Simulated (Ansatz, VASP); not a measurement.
# Cross-check of SbAs between VASP and Ansatz, part 2 of 2

Aim: how closely do two programs agree when they are given the same cell, functional and k mesh? The cell is generated by rule, not measured, and may not be a known phase. The cell is taken from a series of runs on this material, whose earlier steps may have relaxed, scaled, displaced or heated it; both programs get it as it stands.

VASP 6.6.1 and Ansatz 0.2.0.

So far: Set-up; Ansatz: relaxation of cell and atoms, PBEsol, pair 1; VASP: relaxation of cell and atoms, PBEsol, pair 1; Comparison.

## Step 5: Ansatz: relaxation of cell and atoms, PBEsol, pair 2

Level of this step: Ansatz beside VASP: Kohn-Sham DFT, plane waves, PBEsol (Ansatz).

The relaxed volume is the usual yardstick between codes: in a stiff, nearly cubic crystal its relative difference is about their pressure difference at one cell divided by the bulk modulus. Its start cell is another than that of the pair before, and may be another structure of the material.

The cell is taken from a series of runs on this material, whose earlier steps may have relaxed, scaled, displaced or heated it; both programs get it as it stands.

input.yaml reads:

```yaml
crystal:
  lattice:
    - [2.0291203246, 1.1715131656, 3.5069800204]
    - [-2.0291203246, 1.1715131656, 3.5069800204]
    - [0.0, -2.3430263313, 3.5069800204]
  atoms:
    - { symbol: Sb, position: [0.9863724574, 0.9863724574, 0.9863724574] }
    - { symbol: As, position: [0.5190232135, 0.5190232135, 0.5190232135] }
kpoints:
  mp_grid: { grid: [12, 12, 12] }
hamiltonian:
  xc: pbesol
scf:
  occupations: { method: methfessel_paxton, width: 0.2 }
output:
  forces: true
  stress: true
  eigenvalues: true
relax:
  adjacent_minimum: "off"
  f_tol: 0.001
  max_steps: 60
  cell: { stress_tol: 0.01 }
```

Launch:

```sh
$ ansatz run input.yaml --threads 4 --pin off --max-ram 7168MiB --backend cpu --events-out ev --progress --plain --runs-dir out
```

Numbers of over 12 decimals in the logs are rounded to 6 here.

What it wrote:

```text
[...]
Crystal: 2 atoms, lattice volume = 50.020 Å³
Basis set: ecut = 420 eV, 965 PW (Γ), exchange–correlation on 60×60×60 points (8 copies of the dense FFT grid, shifted against one another)
Bands: 19, of which v1, the nominal top of the filled ones, is band 15 counted from 1 (14 counted from 0)
Symmetry: 6 space group operations
[...]
k-points: 189 of 1728 (time reversal used)
[...]
k-point 188: bands = [... 11 lower, 0.9987, 9.1656, 9.1656, 10.0067, 10.9107, 10.9107, 11.9161, 18.3953]
--- Relaxed structure (1 steps of the walk, 1 accepted, 1 SCFs on fresh bases) ---
[...]
cell:  # Å, volume = 50.0195 Å³
    - [2.029120, 1.171513, 3.506980]
    - [-2.029120, 1.171513, 3.506980]
    - [0.0, -2.343026, 3.506980]
  atoms:
    - { symbol: Sb, position: [0.986372, 0.986372, 0.9863724574] }
    - { symbol: As, position: [0.519023, 0.519023, 0.519023] }
[key lines of the parts left out:]
SCF converged after 6 iterations
Free energy (F): -11221.128448 eV
Fermi energy:    10.614650 eV
P = ⅓ Tr σ = 0.0016 GPa (0.016 kbar)
```

## Step 6: VASP: relaxation of cell and atoms, PBEsol, pair 2

The same cell, functional, mesh and smearing now go to VASP, with its own data sets.

INCAR reads:

```
SYSTEM = SbAs
PREC = Accurate
ENCUT = 500
EDIFF = 1E-07
NELM = 120
ISMEAR = 1
SIGMA = 0.2
LREAL = .FALSE.
ALGO = Normal
GGA = PS
NBANDS = 11
LORBIT = 11
LWAVE = .FALSE.
LCHARG = .FALSE.
ISIF = 3
IBRION = 2
NSW = 80
EDIFFG = -0.005
LASPH = .TRUE.
GGA_COMPAT = .FALSE.
NELMIN = 4
KPAR = 2
```

POSCAR reads:

```
SbAs
1.0
    2.0291200000      1.1715130000      3.5069800000
   -2.0291200000      1.1715130000      3.5069800000
    0.0000000000     -2.3430260000      3.5069800000
Sb As
1 1
Direct
    0.9863725104      0.9863725104      0.9863725104
    0.5190232052      0.5190232052      0.5190232052
```

KPOINTS reads:

```
Automatic mesh
0
Gamma
12 12 12
0 0 0
```

The projector-augmented-wave data sets are Sb and As (PBE family, release 64).

Launch:

```sh
$ mpirun -np 2 vasp_std
```

What it wrote:

```text
[banner, memory and clock lines left out]
running    2 mpi-ranks, on    1 nodes
[...]
[... a notice as in an earlier step ...]

 LDA part: xc-table for (Slater+PW92), standard interpolation
 POSCAR, INCAR and KPOINTS ok, starting setup
[...]
entering main loop
       N       E                     dE             d eps       ncg     rms          rms(c)
DAV:   1     0.263000522195E+02    0.26300E+02   -0.36677E+03  4158   0.688E+02
DAV:   2    -0.822603340622E+01   -0.34526E+02   -0.33380E+02  5672   0.110E+02
DAV:   3    -0.975173056504E+01   -0.15257E+01   -0.15157E+01  5043   0.249E+01
DAV:   4    -0.976362521293E+01   -0.11895E-01   -0.11891E-01  4766   0.255E+00
[...]
DAV:  11    -0.969165311364E+01    0.62398E-06   -0.14296E-05  4545   0.156E-02    0.364E-03
DAV:  12    -0.969165293536E+01    0.17827E-06   -0.10757E-06  4698   0.635E-03    0.282E-03
DAV:  13    -0.969165294731E+01   -0.11946E-07   -0.42509E-08  2454   0.129E-03
   1 F= -.96916529E+01 E0= -.96921193E+01  d E =-.969165E+01
[... from here on, the cycles between the ionic steps are left out ...]
   2 F= -.96917701E+01 E0= -.96922326E+01  d E =-.117195E-03
   3 F= -.96918323E+01 E0= -.96922961E+01  d E =-.179337E-03
   4 F= -.96918768E+01 E0= -.96923385E+01  d E =-.445535E-04
   5 F= -.96919197E+01 E0= -.96923760E+01  d E =-.874185E-04
   6 F= -.96919265E+01 E0= -.96923876E+01  d E =-.680213E-05
 trial-energy change:   -0.000007  1 .order   -0.000007   -0.000011   -0.000003
 step:   2.2755(harm=  1.8449)  dis= 0.00032  next Energy=    -9.691927 (dE=-0.767E-05)
 reached required accuracy - stopping structural energy minimisation
```

Parts of OUTCAR (step 6):

```text
  Total       -0.0007777     -0.0007777     -0.0092160     -0.0000000      0.0000000      0.0000000
  in kB       -0.0248940     -0.0248940     -0.2950112     -0.0000000      0.0000000      0.0000000
  external PRESSURE =      -0.1149331 kB  Pullay stress =       0.0000000 kB

 POSITION                                       TOTAL-FORCE (eV/Angst)
 -----------------------------------------------------------------------------------
     -0.00000      0.00000     10.36876         0.000000      0.000000     -0.002768
     -0.00000      0.00000      5.44827        -0.000000     -0.000000      0.002768
 -----------------------------------------------------------------------------------
    total drift:                                0.000000      0.000000      0.000143

  FREE ENERGIE OF THE ION-ELECTRON SYSTEM (eV)
  ---------------------------------------------------
  free  energy   TOTEN  =        -9.6919265050 eV

  energy  without entropy=       -9.6933098407  energy(sigma->0) =       -9.69238762

[... 1 part as in an earlier step ...]

[... 3 further parts left out ...]
[key lines of the parts left out:]
E-fermi :   6.6349
```

The run keeps the 6 symmetry operations of its start, so it cannot find a distortion of lower symmetry.

## Step 7: Differences

What differs besides the data sets and the points named for the pairs above, as far as they apply: the data sets hold 30 valence electrons in Ansatz (on its default PAW (the set named soft_2) files) and 10 in VASP. Total energies have different zeros and are not compared.

Compared:

```tsv
quantity	Ansatz	VASP	difference
volume (Å³)	50.02	50.05	-0.06 %
edge a after relaxation, in the typed setting (Å)	4.218	4.215	+0.06 %
```

## Step 8: VASP: relaxation of cell and atoms, PBEsol, pair 3

The relaxed volume is the usual yardstick between codes: in a stiff, nearly cubic crystal its relative difference is about their pressure difference at one cell divided by the bulk modulus.

INCAR is that of step 6.

POSCAR reads:

```
SbAs
1.0
   -2.0452660000      2.0452660000      2.9401520000
    2.0452660000     -2.0452660000      2.9401520000
    2.0452660000      2.0452660000     -2.9401520000
Sb As
1 1
Direct
    0.0186221665      0.0186221665      0.0000000000
    0.4720322283      0.4720322283      0.0000000000
```

KPOINTS reads:

```
Automatic mesh
0
Gamma
14 14 14
0 0 0
```

Launch:

```sh
$ mpirun -np 2 vasp_std
```

What it wrote:

```text
[... set-up lines as in an earlier step ...]
 entering main loop
       N       E                     dE             d eps       ncg     rms          rms(c)
DAV:   1     0.263578816197E+02    0.26358E+02   -0.37087E+03  5368   0.689E+02
DAV:   2    -0.819064439485E+01   -0.34549E+02   -0.33452E+02  7350   0.112E+02
DAV:   3    -0.972131485622E+01   -0.15307E+01   -0.15223E+01  6496   0.249E+01
DAV:   4    -0.973280528928E+01   -0.11490E-01   -0.11489E-01  6138   0.250E+00
[...]
DAV:  11    -0.965947135277E+01    0.99025E-06   -0.15668E-05  5887   0.162E-02    0.337E-03
DAV:  12    -0.965947119465E+01    0.15811E-06   -0.12296E-06  6040   0.669E-03    0.294E-03
DAV:  13    -0.965947124305E+01   -0.48393E-07   -0.38544E-08  3338   0.127E-03
   1 F= -.96594712E+01 E0= -.96601759E+01  d E =-.965947E+01
[... from here on, the cycles between the ionic steps are left out ...]
   2 F= -.96595290E+01 E0= -.96602420E+01  d E =-.577392E-04
   3 F= -.96595671E+01 E0= -.96602769E+01  d E =-.958528E-04
   4 F= -.96595670E+01 E0= -.96602769E+01  d E =-.957966E-04
   5 F= -.96595851E+01 E0= -.96602932E+01  d E =-.180112E-04
   6 F= -.96596024E+01 E0= -.96603061E+01  d E =-.353636E-04
   7 F= -.96596092E+01 E0= -.96603061E+01  d E =-.679019E-05
 trial-energy change:   -0.000007  1 .order   -0.000007   -0.000018    0.000004
 step:   0.7987(harm=  0.7987)  dis= 0.00065  next Energy=    -9.659610 (dE=-0.717E-05)
 reached required accuracy - stopping structural energy minimisation
```

Parts of OUTCAR (step 8):

```text
  Total        0.0030373      0.0030373     -0.0036717      0.0000000      0.0000000      0.0000000
  in kB        0.0988047      0.0988047     -0.1194453      0.0000000      0.0000000      0.0000000
  external PRESSURE =       0.0260547 kB  Pullay stress =       0.0000000 kB

 POSITION                                       TOTAL-FORCE (eV/Angst)
 -----------------------------------------------------------------------------------
      2.04690      2.04690     -2.83295         0.000000      0.000000      0.001491
      0.00000      0.00000      2.77802        -0.000000     -0.000000     -0.001491
 -----------------------------------------------------------------------------------
    total drift:                               -0.000000     -0.000000     -0.000042

  FREE ENERGIE OF THE ION-ELECTRON SYSTEM (eV)
  ---------------------------------------------------
  free  energy   TOTEN  =        -9.6596091935 eV

  energy  without entropy=       -9.6617000101  energy(sigma->0) =       -9.66030613

[... 1 part as in an earlier step ...]

[... 3 further parts left out ...]
[key lines of the parts left out:]
E-fermi :   6.7285
```

The run keeps the 8 symmetry operations of its start, so it cannot find a distortion of lower symmetry.

## Step 9: Ansatz: relaxation of cell and atoms, PBEsol, pair 3

The same cell, functional, mesh and smearing now go to Ansatz, which takes its cutoff from its data sets.

The cell is taken from a series of runs on this material, whose earlier steps may have relaxed, scaled, displaced or heated it; both programs get it as it stands.

input.yaml, the sections that differ from step 5:

```yaml
crystal:
  lattice:
    - [-2.0452662142, 2.0452662142, 2.9401515026]
    - [2.0452662142, -2.0452662142, 2.9401515026]
    - [2.0452662142, 2.0452662142, -2.9401515026]
  atoms:
    - { symbol: Sb, position: [0.018622156, 0.018622156, 0.0] }
    - { symbol: As, position: [0.4720322677, 0.4720322677, 0.0] }
kpoints:
  mp_grid: { grid: [14, 14, 14] }
# hamiltonian, scf, output, relax: as in step 5
```

Launch:

```sh
$ ansatz run input.yaml --threads 4 --pin off --max-ram 7168MiB --backend cpu --events-out ev --progress --plain --runs-dir out
```

What it wrote:

```text
[...]
Crystal: 2 atoms, lattice volume = 49.196 Å³
Basis set: ecut = 420 eV, 941 PW (Γ), exchange–correlation on 60×60×60 points (8 copies of the dense FFT grid, shifted against one another)
Bands: 19, of which v1, the nominal top of the filled ones, is band 15 counted from 1 (14 counted from 0)
Symmetry: 8 space group operations
[...]
k-points: 244 of 2744 (time reversal used)
[...]
k-point 243: bands = [... 11 lower, 2.2220, 5.1464, 6.8187, 6.8187, 12.9685, 16.5047, 16.5047, 18.2729]
--- Relaxed structure (3 steps of the walk, 3 accepted, 1 SCFs on fresh bases) ---
[...]
cell:  # Å, volume = 49.1920 Å³
    - [-2.045800, 2.045800, 2.938385]
    - [2.045800, -2.045800, 2.938385]
    - [2.045800, 2.045800, -2.938385]
  atoms:
    - { symbol: Sb, position: [0.018644, 0.018644, 0] }
    - { symbol: As, position: [0.472010, 0.472010, 0] }
[key lines of the parts left out:]
SCF converged after 7 iterations
Free energy (F): -11221.093441 eV
Fermi energy:    10.776572 eV
P = ⅓ Tr σ = 0.0005 GPa (0.005 kbar)
```

## Step 10: Differences

What differs besides the data sets and the points named for the pairs above, as far as they apply: the data sets hold 30 valence electrons in Ansatz (on its default PAW (the set named soft_2) files) and 10 in VASP. Total energies have different zeros and are not compared.

Compared:

```tsv
quantity	Ansatz	VASP	difference
volume (Å³)	49.19	49.25	-0.12 %
edge a after relaxation, in the typed setting (Å)	4.124	4.125	-0.03 %
```

## Step 11: Summary of results

```yaml
difference_in_volume_relaxation_of_cell_and_atoms_pbesol_pair_1: -0.19 %
difference_in_volume_relaxation_of_cell_and_atoms_pbesol_pair_2: -0.063 %
difference_in_volume_relaxation_of_cell_and_atoms_pbesol_pair_3: -0.12 %
```

The difference in volume is -0.19 % (relaxation of cell and atoms, PBEsol, pair 1), within the 1.2 % picked in this series as the mark of a large difference, as far as the stopping tolerances let one tell. The data sets hold unlike numbers of valence electrons (30 in Ansatz and 10 in VASP), so part of the differences comes from the potentials. 5 further runs of this series are not shown here. Such differences can come from data sets, numerical settings and the points named under the comparisons, not from the functional's error against experiment.

[Lines on the potential files, build, host, timing and source positions are cut from VASP's logs without a mark.]

[Logs are printed without paths, hosts, clocks, repeated set-up lines and the standing remarks that a program may print on its own settings, such as how far it seeks lower states.]

[Hosts, paths, dates, database ids (printed as entryN), source tags and the programs' standing remarks are cut or masked in the printed files.]
